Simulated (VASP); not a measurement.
Given:

```yaml
crystal:
  lattice:
    - [2.80380, 0.00000, 0.00000]
    - [0.00000, 2.80380, 0.00000]
    - [0.00000, 0.00000, 2.80380]
  atoms:
    - { symbol: Al, position: [0.50000, 0.50000, 0.50000] }
    - { symbol: Ni, position: [0.00000, 0.00000, 0.00000] }
```

All values below come from PBE GGA with D4 dispersion, VASP's PBE PAW potentials (set 64) (plane waves; VASP 6.6.1). Run with 520 eV cut-off, 13×13×13 Γ-centred mesh, first-order Methfessel-Paxton smearing of 0.10 eV, potentials Al Ni.

Task: Predict the energy per atom (σ→0), pressure, band gap (on the k-mesh) with the smallest direct gap where there is one.

Result: 
```
Property                                                     Value
------------------------  ----------------------------------------
band gap (on the k-mesh)  none (metal, semimetal or under 0.01 eV)
energy per atom (σ→0)                               -5.691 eV/atom
pressure                                                 11.79 GPa
```

Total energies compare only between runs with the same potentials, cut-off and functional.

The compound is NiAl in the CsCl type structure. This cell is one point of a volume scan, at 0.94 of the reference volume. The run is not spin-polarised, so no magnetic state was tried. The electron count is odd and the run is not spin-polarised, which forces a metal.
